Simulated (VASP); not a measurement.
# Li5Ru2 (P6/mmm) in VASP: single point with PBE

Aim: the single point of Li5Ru2 with PBE.

Program: VASP 6.6.1. These are calculated values, not measurements. Logs are shortened: lines on timing, memory, paths and dates and some standing lists are left out, and cuts for length are marked.

### 1 The cell of the first run

The structure is hexagonal, space group P6/mmm (No. 191). The conventional cell has a = 3.424 Å, b = 3.424 Å, c = 8.067 Å, α = 90.00°, β = 90.00°, γ = 120.00°. Li (site symmetry 3m) has 3 Li at 1.98 Å as nearest neighbours. Li (site symmetry 6/mmm) has 6 Ru at 1.98 Å as nearest neighbours. Ru (site symmetry -6m2) is surrounded by 3 Li at 1.98 Å and 3 Ru at 1.98 Å.

The cell was built by a generator and needn't be a form met in nature.

### 2 Single point, PBE (random cell by space group and Wyckoff sites (P6/mmm, No. 191))

File INCAR:

```
SYSTEM = Li5Ru2
ALGO = Normal
EDIFF = 1E-7
ENCUT = 520
GGA = PE
ISIF = 2
ISMEAR = 0
LASPH = .TRUE.
LCHARG = .FALSE.
LREAL = .FALSE.
LWAVE = .FALSE.
NBANDS = 30
NELM = 80
PREC = Accurate
SIGMA = 0.1
```

File KPOINTS:

```
k-points
0
G
  6 6 2
  0 0 0
```

File POSCAR:

```
Li5Ru2
1.0
    3.4239495200      0.0000000000      0.0000000000
   -1.7119747600      2.9652272700      0.0000000000
    0.0000000000      0.0000000000      8.0669143500
Li Ru
5 2
Direct
    0.3333333300      0.6666666700      0.3275024500
    0.6666666700      0.3333333300      0.3275024500
    0.6666666700      0.3333333300      0.6724975500
    0.3333333300      0.6666666700      0.6724975500
    0.0000000000      0.0000000000      0.0000000000
    0.3333333300      0.6666666700      0.0000000000
    0.6666666700      0.3333333300      0.0000000000
```

Potentials or basis: VASP PAW PBE potentials, release 64 (Li_sv, Ru_pv).

Launch:

```sh
$ cat potpaw_PBE.64/Li_sv/POTCAR potpaw_PBE.64/Ru_pv/POTCAR > POTCAR
$ mpirun -np 1 vasp_std > vasp.out
```

OUTCAR:

```text
SYSTEM = Li5Ru2
   EDIFF = 1E-7
   ENCUT = 520
   GGA = PE
   ISIF = 2
   ISMEAR = 0
   LASPH = .TRUE.
   LREAL = .FALSE.
   NELM = 80
   PREC = Accurate

 ion  position               nearest neighbor table
   1  0.333  0.667  0.328-   2 1.98   2 1.98   2 1.98   6 2.64
   2  0.667  0.333  0.328-   1 1.98   1 1.98   1 1.98   7 2.64
   3  0.667  0.333  0.672-   4 1.98   4 1.98   4 1.98   7 2.64
   4  0.333  0.667  0.672-   3 1.98   3 1.98   3 1.98   6 2.64
   5  0.000  0.000  0.000-   6 1.98   7 1.98   7 1.98   6 1.98   7 1.98   6 1.98
   6  0.333  0.667  0.000-   5 1.98   7 1.98   7 1.98   5 1.98   5 1.98   7 1.98   1 2.64   4 2.64

   7  0.667  0.333  0.000-   5 1.98   6 1.98   6 1.98   5 1.98   5 1.98   6 1.98   2 2.64   3 2.64

  LATTYP: Found a hexagonal cell.
 ALAT       =     3.4239495200
 C/A-ratio  =     2.3560260754

  Lattice vectors:

 A1 = (   3.4239495200,   0.0000000000,   0.0000000000)
 A2 = (  -1.7119747600,   2.9652272700,   0.0000000000)
 A3 = (   0.0000000000,   0.0000000000,   8.0669143500)

Analysis of symmetry for initial positions (statically):
=====================================================================
 Subroutine PRICEL returns:
 Original cell was already a primitive cell.

 Routine SETGRP: Setting up the symmetry group for a
 hexagonal supercell.

 Subroutine GETGRP returns: Found 24 space group operations
 (whereof 24 operations were pure point group operations)
 out of a pool of 24 trial point group operations.

The static configuration has the point symmetry D_6h.

Analysis of symmetry for dynamics (positions and initial velocities):
=====================================================================
 Subroutine PRICEL returns:
 Original cell was already a primitive cell.

 Routine SETGRP: Setting up the symmetry group for a
 hexagonal supercell.

 Subroutine GETGRP returns: Found 24 space group operations
 (whereof 24 operations were pure point group operations)
 out of a pool of 24 trial point group operations.

The dynamic configuration has the point symmetry D_6h.

 Subroutine INISYM returns: Found 24 space group operations
 (whereof 24 operations are pure point group operations),
 and found     1 'primitive' translations

----------------------------------------------------------------------------------------

[... 94 lines left out ...]
   NSW    =      0    number of steps for IOM
   IBRION =     -1    ionic relax: 0-MD 1-quasi-New 2-CG
   NFREE  =      0    steps in history (QN), initial steepest desc. (CG)
   ISIF   =      2    stress and relaxation
   ISYM   =      2    0-nonsym 1-usesym 2-fastsym
   POTIM  = 0.5000    time-step for ionic-motion
   TEBEG  =    0.0;   TEEND  =   0.0 temperature during run
   PSTRESS=    0.0 pullay stress
   NELECT =      43.0000    total number of electrons
   NUPDOWN=      -1.0000    fix difference up-down
   EMIN   =  10.00;   EMAX   =-10.00  energy-range for DOS
   EFERMI =   0.00;   METHOD = LEGACY
   ISMEAR =     0;   SIGMA  =   0.10  broadening in eV -4-tet -1-fermi 0-gaus
   EFERMI_NEDOS =   21; number of points for ismear=-14 and -15
   IALGO  =     38    algorithm
   IMIX   =      4    mixing-type and parameters
     AMIX     =   0.40;   BMIX     =  1.00
     AMIX_MAG =   1.60;   BMIX_MAG =  1.00
  volume/ion in A,a.u.               =      11.70        78.96
  Fermi-wavevector in a.u.,A,eV,Ry     =   1.320687  2.495737 23.731491  1.744215
  Thomas-Fermi vector in A             =   2.450496
   LORBIT       =      0    0 simple, 1 ext, 2 COOP (PROOUT), +10 PAW based schemes
   GGA     = PE    functional components
   LHFCALC =     F    Hartree Fock is set to
   AEXX    =    0.0000 exact exchange contribution
   IVDW    =     0    specifies the selected vdW correction
   LEPSILON=     F    determine dielectric tensor
   LRPA    =     F    only Hartree local field effects (RPA)
 non-spin polarized calculation
 Gauss-broadening in eV      SIGMA  =   0.10
  energy-cutoff  :      520.00
  volume of cell :       81.90
 maximum number of plane-waves:      2237
 NGX is ok and might be reduce to    28
   NGX = 13   NGY = 13   NGZ = 29

 number of electron      43.0000007 magnetization

 Free energy of the ion-electron system (eV)
  ---------------------------------------------------
  ext. energy  EPLUGINS =         0.00000000
  ---------------------------------------------------
  free energy    TOTEN  =       -10.19928993 eV

  energy without entropy =      -10.16204479  energy(sigma->0) =      -10.18066736

 E-fermi :   7.0421     XC(G=0): -10.1849

 val. band max:        7.0308051042   @ k =   0.1667  -0.0000   0.0000
 cond. band min:       7.0629037267   @ k =   0.1667  -0.0000   0.5000
 fundamental gap:      0.0320986225
 Fermi energy:         7.0420664881

 k-point     1 :       0.0000    0.0000    0.0000
  band No.  band energies     occupation
      1     -41.2293      2.00000
      2     -41.2192      2.00000
      3     -40.7048      2.00000
      4     -40.6990      2.00000
      5     -40.6024      2.00000
      6     -39.8829      2.00000
[... 451 lines left out ...]
     29      11.9852      0.00000
     30      12.0429      0.00000

------------------------ aborting loop because EDIFF is reached ----------------------------------------

  FORCE on cell =-STRESS in cart. coord.  units (eV):
  Direction    XX          YY          ZZ          XY          YZ          ZX
  --------------------------------------------------------------------------------------
  -------------------------------------------------------------------------------------
  Total       74.6584942     74.6584944     -3.5714947      0.0000000      0.0000000      0.0000000
  in kB     1460.4847412   1460.4847455    -69.8663093      0.0000000      0.0000000      0.0000000
  external PRESSURE =     950.3677258 kB  Pullay stress =       0.0000000 kB

 VOLUME and BASIS-vectors are now :
 -----------------------------------------------------------------------------
  energy-cutoff  :      520.00
  volume of cell :       81.90
      direct lattice vectors                 reciprocal lattice vectors
     3.423949520  0.000000000  0.000000000     0.292060381  0.168621139  0.000000000
    -1.711974760  2.965227270  0.000000000     0.000000000  0.337242278  0.000000000
     0.000000000  0.000000000  8.066914350     0.000000000  0.000000000  0.123963136

 POSITION                                       TOTAL-FORCE (eV/Angst)
 -----------------------------------------------------------------------------------
     -0.00000      1.97682      2.64193        -0.000000      0.000000     -0.030698
      1.71197      0.98841      2.64193         0.000000     -0.000000     -0.030698
      1.71197      0.98841      5.42498        -0.000000      0.000000      0.030698
     -0.00000      1.97682      5.42498        -0.000000      0.000000      0.030698
      0.00000      0.00000      0.00000        -0.000000      0.000000      0.000000
     -0.00000      1.97682      0.00000        -0.000000      0.000000      0.000000
      1.71197      0.98841      0.00000         0.000000     -0.000000      0.000000
 -----------------------------------------------------------------------------------
    total drift:                                0.000000      0.000000     -0.000000

  FREE ENERGIE OF THE ION-ELECTRON SYSTEM (eV)
  ---------------------------------------------------
  free  energy   TOTEN  =       -10.1992899336 eV

  energy  without entropy=      -10.1620447866  energy(sigma->0) =      -10.18066736
```

OSZICAR:

```text
N       E                     dE             d eps       ncg     rms          rms(c)
DAV:   1     0.461602783688E+03    0.46160E+03   -0.22978E+04   856   0.157E+03
DAV:   2     0.218122520138E+02   -0.43979E+03   -0.42545E+03   894   0.465E+02
DAV:   3    -0.809361765318E+01   -0.29906E+02   -0.29413E+02  1402   0.978E+01
[... 11 lines left out ...]
DAV:  15    -0.101992885399E+02    0.28051E-05   -0.49080E-05  1068   0.433E-02    0.761E-03
DAV:  16    -0.101992888656E+02   -0.32569E-06   -0.18002E-06  1124   0.762E-03    0.691E-03
DAV:  17    -0.101992894733E+02   -0.60772E-06   -0.19734E-06  1054   0.574E-03    0.232E-03
DAV:  18    -0.101992898774E+02   -0.40410E-06   -0.31075E-07   914   0.322E-03    0.110E-03
DAV:  19    -0.101992899336E+02   -0.56212E-07   -0.23957E-08   480   0.952E-04
   1 F= -.10199290E+02 E0= -.10180667E+02  d E =-.372451E-01
```

stdout:

```text
POSCAR found type information on POSCAR LiRu
 POSCAR found :  2 types and       7 ions
 scaLAPACK will be used
 LDA part: xc-table for (Slater+PW92), standard interpolation
 POSCAR, INCAR and KPOINTS ok, starting setup
 FFT: planning ... GRIDC
 FFT: planning ... GRID_SOFT
 FFT: planning ... GRID
 WAVECAR not read
 entering main loop
```

It took 33 s on 1 thread of Intel Xeon 6975P-C (Granite Rapids), shared host; peak memory 0.21 GiB.

Results:

```
Free energy            : -10.1993 eV
Largest force          : 0.031 eV/Å
Band gap on the k mesh : none (metal or under the smearing width)
```

Forces on the atoms (eV/Å):
```
Li   0.000  0.000 -0.031
Li   0.000  0.000 -0.031
Li   0.000  0.000  0.031
Li   0.000  0.000  0.031
Li   0.000  0.000  0.000
Ru   0.000  0.000  0.000
Ru   0.000  0.000  0.000
```

Caveat: the k mesh is coarse (spacing up to 0.39 Å⁻¹), so the values aren't converged; the cutoff is under 1.25 times the usual one of these potentials, so pressure, stress and relaxed cells hold a basis-set (Pulay) error; a pressure of tens of GPa on the cell as given is suspect, and the run, the potentials or the cell itself is likely at fault.
